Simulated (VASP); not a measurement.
Consider the following.

```
CELL_PARAMETERS angstrom
      3.17225     0.00000     0.00000
      0.00000     3.17225     0.00000
      0.00000     0.00000     3.17225
ATOMIC_POSITIONS crystal
  Tb 0.00000 0.00000 0.00000
```

Calculation: PBEsol GGA, VASP's PBE PAW potentials (set 64) (plane waves; VASP). Numerical set-up: 400 eV cut-off, Gaussian smearing of 0.050 eV, potentials Tb_3.

The 4f electrons are frozen in the core of the lanthanide potential, so 4f levels, which can set the real gap, and their magnetism are missing.

Problem. Give the energies of bands 4 to 7 at the high-symmetry points, in eV from the Fermi level.

Solution. 
```csv
band,Γ,X,M,R
4,-4.75,-1.92,-2.27,-0.86
5,-0.88,-0.04,0.11,-0.86
6,-0.88,0.58,3.82,-0.86
7,6.38,3.11,3.82,5.64
```

It has no gap at this level: it comes out as a metal or semimetal.

The structure was generated: Tb was put into the simple-cubic type (Pm-3m), which need not be its known phase. It was relaxed first, which changed the volume by -11 %.
